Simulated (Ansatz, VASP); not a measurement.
# Cross-check of H50C21S3O7 between VASP and Ansatz

One calculation is typed for both programs; each brings its own data sets. How far apart do they land? The structure shown is frame 133 of Ansatz's trajectory.

Method: plane waves, with VASP 6.6.1 beside it; single point at revPBE with D3(BJ), in Ansatz 0.2.0.

### Step 1. The starting structure

The cell holds 81 atoms: 21 C, 3 S, 50 H and 7 O. Cell: a = 8.480 Å, b = 8.480 Å, c = 21.223 Å, α = 90.0°, β = 90.0°, γ = 90.0°. Vacuum lies along c.

### Step 2. Ansatz: dynamics, revPBE with D3(BJ)

Ansatz runs on its default PAW (the set named soft_2) files.

One frame of this run of dynamics is then solved in both programs, so the motion causes no difference.

Input file input.yaml:

```yaml
crystal:
  lattice:
    - [8.48017, 0.0, 0.0]
    - [0.0, 8.48017, 0.0]
    - [0.0, 0.0, 21.22254]
  atoms:
    - { symbol: C, position: [0.84724, 0.20866, 0.59095] }
    - { symbol: C, position: [0.88675, 0.03436, 0.59955] }
    - { symbol: S, position: [0.75848, 0.91424, 0.55358] }
    - { symbol: C, position: [0.78924, 0.72658, 0.59269] }
    - { symbol: C, position: [0.96168, 0.67201, 0.59328] }
    - { symbol: C, position: [0.57643, 0.95486, 0.59906] }
    - { symbol: C, position: [0.42778, 0.87085, 0.56948] }
    - { symbol: H, position: [0.7307, 0.22433, 0.60499] }
    - { symbol: H, position: [0.92896, 0.27954, 0.62211] }
    - { symbol: H, position: [0.85572, 0.24699, 0.54131] }
    - { symbol: H, position: [0.00531, 0.01323, 0.58015] }
    - { symbol: H, position: [0.87865, 0.97969, 0.64611] }
    - { symbol: H, position: [0.70156, 0.64985, 0.56944] }
    - { symbol: H, position: [0.74333, 0.73113, 0.64165] }
    - { symbol: H, position: [0.96585, 0.55131, 0.59935] }
    - { symbol: H, position: [0.02871, 0.73982, 0.62539] }
    - { symbol: H, position: [0.01378, 0.69282, 0.54496] }
    - { symbol: H, position: [0.57888, 0.90904, 0.64767] }
    - { symbol: H, position: [0.55338, 0.07533, 0.60307] }
    - { symbol: H, position: [0.32133, 0.9051, 0.59691] }
    - { symbol: H, position: [0.42499, 0.74687, 0.57701] }
    - { symbol: H, position: [0.41903, 0.90653, 0.52098] }
    - { symbol: C, position: [0.0134, 0.34372, 0.02279] }
    - { symbol: C, position: [0.16207, 0.42248, 0.99686] }
    - { symbol: S, position: [0.32013, 0.38131, 0.05506] }
    - { symbol: C, position: [0.45241, 0.55201, 0.03921] }
    - { symbol: C, position: [0.37902, 0.69448, 0.07225] }
    - { symbol: C, position: [0.4305, 0.24309, 0.00149] }
    - { symbol: C, position: [0.35481, 0.08703, 0.99914] }
    - { symbol: H, position: [0.96421, 0.39803, 0.06577] }
    - { symbol: H, position: [0.04772, 0.22359, 0.0329] }
    - { symbol: H, position: [0.91115, 0.33721, 0.98944] }
    - { symbol: H, position: [0.1505, 0.55221, 0.9924] }
    - { symbol: H, position: [0.19972, 0.37159, 0.95363] }
    - { symbol: H, position: [0.57012, 0.52866, 0.05481] }
    - { symbol: H, position: [0.44604, 0.57992, 0.98892] }
    - { symbol: H, position: [0.4628, 0.79215, 0.07595] }
    - { symbol: H, position: [0.27022, 0.74687, 0.05089] }
    - { symbol: H, position: [0.34044, 0.65846, 0.11795] }
    - { symbol: H, position: [0.44367, 0.28164, 0.95213] }
    - { symbol: H, position: [0.5492, 0.22972, 0.01852] }
    - { symbol: H, position: [0.23407, 0.0914, 0.97918] }
    - { symbol: H, position: [0.42182, 0.00069, 0.96657] }
    - { symbol: H, position: [0.32088, 0.02277, 0.04492] }
    - { symbol: C, position: [0.3751, 0.61425, 0.79217] }
    - { symbol: C, position: [0.19862, 0.62144, 0.78853] }
    - { symbol: S, position: [0.10666, 0.46712, 0.83492] }
    - { symbol: C, position: [0.90037, 0.50968, 0.8084] }
    - { symbol: C, position: [0.82654, 0.60875, 0.86031] }
    - { symbol: C, position: [0.13155, 0.31318, 0.7772] }
    - { symbol: C, position: [0.19411, 0.1659, 0.81091] }
    - { symbol: H, position: [0.40506, 0.57154, 0.83755] }
    - { symbol: H, position: [0.42712, 0.73235, 0.78713] }
    - { symbol: H, position: [0.43138, 0.54777, 0.75345] }
    - { symbol: H, position: [0.14906, 0.7284, 0.80648] }
    - { symbol: H, position: [0.17851, 0.62164, 0.73852] }
    - { symbol: H, position: [0.91956, 0.57592, 0.76539] }
    - { symbol: H, position: [0.83519, 0.40228, 0.80253] }
    - { symbol: H, position: [0.90474, 0.70791, 0.86526] }
    - { symbol: H, position: [0.71276, 0.63648, 0.84485] }
    - { symbol: H, position: [0.81686, 0.54143, 0.90183] }
    - { symbol: H, position: [0.22521, 0.33606, 0.74209] }
    - { symbol: H, position: [0.03326, 0.29475, 0.74809] }
    - { symbol: H, position: [0.21713, 0.08215, 0.77156] }
    - { symbol: H, position: [0.10424, 0.10844, 0.84093] }
    - { symbol: H, position: [0.30582, 0.19414, 0.83697] }
    - { symbol: O, position: [0.2505, 0.49245, 0.58908] }
    - { symbol: C, position: [0.37841, 0.41791, 0.59411] }
    - { symbol: O, position: [0.46589, 0.40102, 0.63978] }
    - { symbol: H, position: [0.41176, 0.34401, 0.54883] }
    - { symbol: O, position: [0.70944, 0.02195, 0.74217] }
    - { symbol: C, position: [0.82475, 0.96136, 0.77089] }
    - { symbol: O, position: [0.94853, 0.90765, 0.75105] }
    - { symbol: H, position: [0.80916, 0.95589, 0.82286] }
    - { symbol: O, position: [0.7724, 0.07454, 0.97445] }
    - { symbol: C, position: [0.79734, 0.92742, 0.98534] }
    - { symbol: O, position: [0.70964, 0.80628, 0.97584] }
    - { symbol: H, position: [0.91233, 0.8992, 0.01321] }
    - { symbol: O, position: [0.56485, 0.28455, 0.75065] }
    - { symbol: H, position: [0.61795, 0.17927, 0.75013] }
    - { symbol: H, position: [0.51415, 0.3043, 0.70884] }
kpoints:
  mp_grid: { grid: [1, 1, 1] }
hamiltonian:
  xc: revpbe
  dispersion: d3bj
scf:
  occupations: { method: gaussian, width: 0.05 }
output:
  forces: true
md:
  timestep: 0.5
  n_steps: 400
  ensemble: nvt_nose_hoover
  temperature: 300
  initial_velocities: maxwell_boltzmann
  seed: 474
```

Launch:

```sh
$ ansatz run input.yaml --threads 4 --pin off --max-ram 8192MiB --backend cpu --events-out ev --progress --plain --runs-dir out
```

Numbers of over 12 decimals in the logs are rounded to 6 here.

The program printed:

```text
Warning: md: disabling space-group detection — thermal motion breaks the input geometry's symmetry, so no spatial operation reduces the k-mesh or symmetrises the density; time reversal is kept, so that k and −k are solved as one point where they differ and the mesh holds both, and exact exchange and, on two spinor components, a DFT+U term hold to it where the run has them: on two components no moment then forms, and  [...]
Engine: ansatz 0.2.0, aarch64-unknown-linux-gnu
Pseudopotentials: kind: paw
Pseudopotential: C, paw, valence charge 4, recommended cutoff 420 eV (normal), C.paw.azcp
Pseudopotential: S, paw, valence charge 6, recommended cutoff 420 eV (normal), S.paw.azcp
Pseudopotential: H, paw, valence charge 1, recommended cutoff 420 eV (normal), H.paw.azcp
Pseudopotential: O, paw, valence charge 6, recommended cutoff 420 eV (normal), O.paw.azcp
Functional definition: revPBE
  parameter kappa = 1.245
  parameter beta = 0.066725
  exchange = pbe_x(kappa = kappa, mu = beta*pi^2/3)
  correlation = pbe_c(beta = beta)
Crystal: 81 atoms, lattice volume = 1526.183 Å³
Basis set: ecut = 420 eV, 29823 PW (Γ), exchange–correlation on 120×120×288 points (8 copies of the dense FFT grid, shifted against one another)
Bands: 178, of which v1, the nominal top of the filled ones, is band 97 counted from 1 (96 counted from 0)
Symmetry: 1 space group operations
k-points: 1
Non-local potential: C, projectors of the file, l = 0: 2, l = 1: 2, l = 2: 1
Non-local potential: S, projectors of the file, l = 0: 2, l = 1: 2, l = 2: 2
Non-local potential: H, projectors of the file, l = 0: 2, l = 1: 1
Non-local potential: O, projectors of the file, l = 0: 2, l = 1: 2, l = 2: 1
PAW form: soft (Blöchl's): semilocal exchange-correlation on the pseudo side does not see the compensation charge
PAW frozen core: C, regenerated for the run's functional, and the local potential with it (the file was generated under x = pbe(κ = 0.804, μ = 0.219515), c = pbe(β = 0.066725))
PAW frozen core: S, regenerated for the run's functional, and the local potential with it (the file was generated under x = pbe(κ = 0.804, μ = 0.219515), c = pbe(β = 0.066725))
PAW frozen core: O, regenerated for the run's functional, and the local potential with it (the file was generated under x = pbe(κ = 0.804, μ = 0.219515), c = pbe(β = 0.066725))
PAW one-centre angular grid: C, 110 points (default); XC on 64 Gauss nodes
PAW one-centre angular grid: S, 110 points (default); XC on 64 Gauss nodes
PAW one-centre angular grid: H, 110 points (default); XC on 64 Gauss nodes
PAW one-centre angular grid: O, 110 points (default); XC on 64 Gauss nodes
Initial density: superposition of atomic densities (neutral atoms: chi_scale 0, normalization atom), corrected by the library's trained network
Initial wavefunctions: pseudopotential atomic-orbital guess
Functional: x = revpbe(κ = 1.245, μ = 0.219515), c = pbe(β = 0.066725)
SCF iter   1: F=—  HF=-12793.205869 eV  |F-HF|=—  |Δ(HF+E_count)|=         —  Δρ=5.93e-3  dr2=1.38e0  ethr=1.77e-3  ⟨swp⟩=5.0  Hψ=761  notcnv=0  defer=60
preconditioner: auto → Resta (q_TF=auto, 1.935 Å⁻¹)  ε∞=1.9  [insulator: Δε(μ)=3.112 eV  Ē_g=13.689 eV  σ=0.050 eV  W_gap=1.00  n_scr=200 (ndim 8)  ℏωp=12.9 eV  f_vac=0.497  D(μ)=0.00/eV (n_scr^D=0)  ε∞_Penn≈1.9  vacuum switching on, ρ_ref=1.4e-2 e/Å³]
SCF iter   2: F=—  HF=-12792.749229 eV  |F-HF|=—  |Δ(HF+E_count)|=   4.57e-1  Δρ=3.44e-3  dr2=2.04e-1  ethr=7.11e-4  ⟨swp⟩=2.0  Hψ=301  notcnv=0  defer=73
SCF iter   3: F=—  HF=-12792.699197 eV  |F-HF|=—  |Δ(HF+E_count)|=   5.00e-2  Δρ=1.57e-3  dr2=5.18e-2  ethr=1.05e-4  ⟨swp⟩=2.0  Hψ=306  notcnv=0  defer=75
SCF iter   4: F=—  HF=-12792.692782 eV  |F-HF|=—  |Δ(HF+E_count)|=   6.41e-3  Δρ=1.01e-3  dr2=1.38e-2  ethr=2.67e-5  ⟨swp⟩=2.0  Hψ=205  notcnv=0  defer=75
SCF iter   5: F=—  HF=-12792.691384 eV  |F-HF|=—  |Δ(HF+E_count)|=   1.40e-3  Δρ=3.81e-4  dr2=1.87e-3  ethr=7.09e-6  ⟨swp⟩=2.0  Hψ=307  notcnv=0  defer=75
SCF iter   6: F=—  HF=-12792.691321 eV  |F-HF|=—  |Δ(HF+E_count)|=   6.34e-5  Δρ=1.28e-4  dr2=1.73e-4  ethr=9.63e-7  ⟨swp⟩=2.0  Hψ=199  notcnv=0  defer=75
SCF iter   7: F=—  HF=-12792.691423 eV  |F-HF|=—  |Δ(HF+E_count)|=   1.03e-4  Δρ=4.73e-5  dr2=2.63e-5  ethr=8.90e-8  ⟨swp⟩=2.0  Hψ=198  notcnv=0  defer=75
SCF iter   8: F=—  HF=-12792.691649 eV  |F-HF|=—  |Δ(HF+E_count)|=   2.26e-4  Δρ=1.72e-5  dr2=3.04e-6  ethr=1.35e-8  ⟨swp⟩=2.0  Hψ=200  notcnv=0  defer=75
[...]
md step   394: t =   197.00 fs  T =   351.8 K  F+E_penalty+E_count = -12794.36287143 eV  E_kin = 3.637889 eV  conserved = -12789.59577178 eV  (4 SCF iters)
[...]
md step   395: t =   197.50 fs  T =   355.1 K  F+E_penalty+E_count = -12794.39983700 eV  E_kin = 3.671518 eV  conserved = -12789.59668193 eV  (4 SCF iters)
[...]
md step   396: t =   198.00 fs  T =   355.0 K  F+E_penalty+E_count = -12794.40194314 eV  E_kin = 3.670860 eV  conserved = -12789.59699027 eV  (4 SCF iters)
[...]
md step   397: t =   198.50 fs  T =   351.2 K  F+E_penalty+E_count = -12794.36517848 eV  E_kin = 3.632077 eV  conserved = -12789.59654927 eV  (3 SCF iters)
[...]
md step   398: t =   199.00 fs  T =   344.5 K  F+E_penalty+E_count = -12794.29715444 eV  E_kin = 3.562689 eV  conserved = -12789.59547458 eV  (4 SCF iters)
[...]
md step   399: t =   199.50 fs  T =   336.5 K  F+E_penalty+E_count = -12794.21523873 eV  E_kin = 3.479739 eV  conserved = -12789.59411090 eV  (4 SCF iters)
[...]
md step   400: t =   200.00 fs  T =   329.2 K  F+E_penalty+E_count = -12794.14111554 eV  E_kin = 3.404452 eV  conserved = -12789.59292442 eV  (8 SCF iters)
SCF converged after 8 iterations
Free energy (F): -12794.141116 eV
Harris-Foulkes:  -12794.141116 eV  (|F-HF|=7.03e-9)
Internal energy: -12794.141116 eV  (E = F + TS)
E sigma→0 (E₀):  -12794.141116 eV
Fermi energy:    -0.197552 eV
--- Per-component energies (eV) ---
  E_band       = -1860.888226
  E_kinetic    = 4160.155435
  E_local      = -41819.043844  (includes V_loc(G=0)·N_el)
  E_nonlocal   = 1063.616909
  E_hartree    = 18961.823473
  E_xc         = -2277.545745
  E_vxc        = -2754.178527  (∫ρ·V_xc dr)
  E_paw        = -5055.242365  (= ΣΔE_a)
  E_vpaw       = -435.033973  (= ΣTr[D̂ρ^β])
  E_aug_tail   = -0.051656  (compensation charges beyond the density's cutoff)
  E_ewald      = 12179.728957
  E_disp       = -7.146404  (pairwise vdW)
  E_core_change = -0.435876  (= ΣΔE_core)
  E_smearing   = -0.000000  (= −TS)
  E_closure    = 0.000000  (closes the sum)
  Σ components = -12794.141116   (vs F -12794.141116, Δ=0.00e0)
--- Forces (eV/Å), atoms counted from 1 ---
  atom   1  C      0.50039396     1.07821481    -1.62673095
  atom   2  C     -1.03783949    -0.35958641     3.13510270
  atom   3  S      0.26962540    -0.04448159    -0.42932073
  atom   4  C      1.55967315    -0.16076305     0.96244218
  atom   5  C     -0.56669015     0.04053262     1.12330686
  atom   6  C     -0.92105899    -0.22681164    -1.73438764
  atom   7  C      0.58074496    -0.19832514     1.59489736
  atom   8  H     -0.35797773    -0.15575705     0.09080410
  atom   9  H     -0.05268627    -0.40493005    -0.25486424
  atom  10  H      0.29477396     0.71052561    -0.07101553
  atom  11  H      0.14949782    -0.22745496    -0.22177329
  atom  12  H      0.49400485    -0.70747371    -0.65626947
  atom  13  H     -0.55562490    -0.08782712     0.00070328
  atom  14  H     -0.30238737    -0.28797333    -0.46909066
  atom  15  H      0.16718816     0.88057058    -0.48654236
  atom  16  H      0.15841367    -0.18738185     0.18040849
  atom  17  H     -0.07209780    -0.41752738    -0.98029564
  atom  18  H     -0.56543160    -0.44273181     0.74827301
  atom  19  H      0.27732225     1.21127680     0.11014208
  atom  20  H      0.23282135    -0.38963457     0.04657881
  atom  21  H     -0.61700282    -0.11078305    -0.19401609
  atom  22  H      0.15840909     0.31059438    -0.65249321
  atom  23  C      3.07859843    -1.59644115    -0.72282070
  atom  24  C     -1.27000757    -0.31774797     1.27432897
[...]
atom  74  H     -0.28318683    -0.02602218    -0.01297350
  atom  75  O      0.27689277     0.82431888    -0.84632764
  atom  76  C      0.36000304    -1.94519411     0.55184248
  atom  77  O     -0.44590875     0.23317664     0.27797262
  atom  78  H     -0.11642500     0.96641506     0.00646201
  atom  79  O     -0.07405774     0.24621812    -0.27843134
  atom  80  H     -0.35056120     0.30372468    -0.09995924
  atom  81  H      0.43966192    -0.22057338     0.67138911
  max |Σ_I F_I| component: 1.07e-4 eV/Å
--- MD trajectory: 400 steps, t = 0.0 → 200.0 fs ---
  final state: T = 329.2 K   F+E_penalty+E_count = -12794.14111554 eV   E_kin = 3.404452 eV
  conserved energy: peak-to-peak 8.432e-3 eV (1.041e-4 eV/atom) over 200.0 fs
```

(Part 1 of 2 ends here.)

[Lines on the potential files, build, host, timing and source positions are cut from VASP's logs without a mark.]

[Logs are printed without paths, hosts, clocks, repeated set-up lines and the standing remarks that a program may print on its own settings, such as how far it seeks lower states.]

[Hosts, paths, dates, database ids (printed as entryN), source tags and the programs' standing remarks are cut or masked in the printed files.]
